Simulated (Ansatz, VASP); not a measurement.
Be2SnCl6 in VASP and in Ansatz

```
Be Sn Cl
1.0
     0.00000    4.82163    4.82163
     4.82163    0.00000    4.82163
     4.82163    4.82163    0.00000
Be Sn Cl
2 1 6
Direct
  0.25000 0.25000 0.25000
  0.75000 0.75000 0.75000
  0.00000 0.00000 0.00000
  0.74711 0.25289 0.74711
  0.25289 0.25289 0.74711
  0.74711 0.74711 0.25289
  0.25289 0.74711 0.25289
  0.25289 0.74711 0.74711
  0.74711 0.25289 0.25289
```

Change from the starting cell: species swapped into the K2TiCl6 type (Fm-3m, No. 225).

Alike in both runs: functional PBE; k mesh 8 × 8 × 8; occupations gaussian, width 0.1 eV; no spin polarisation.

Ansatz relaxed the structure, and its values are those at the end. VASP's run is a single point on that final structure, the one shown.

|  | VASP | Ansatz |
| --- | --- | --- |
| version | VASP 6.6.1 | Ansatz 0.2.0 |
| potentials or method | VASP PAW PBE potentials, release 64 (Be, Sn_d, Cl) | scalar-relativistic, plane waves, PAW |
| plane-wave cutoff (eV) | 520 | 420 |
| valence electrons in the cell | 60 | 60 |

Ansatz gave:

```
gap on the k mesh at the Fermi level (eV) : none
pressure (GPa)                            : 0.0
rms of the force components (eV/Å)        : 0.001
```

Q: What did VASP give for the same quantities?

A: gap on the k mesh at the Fermi level (eV): none; pressure (GPa): -0.1; rms of the force components (eV/Å): 0.004.

A gap of «none» marks a metal or a gap that the smearing closes. The functional is the same, so the differences come from potentials, cutoffs and numerics.
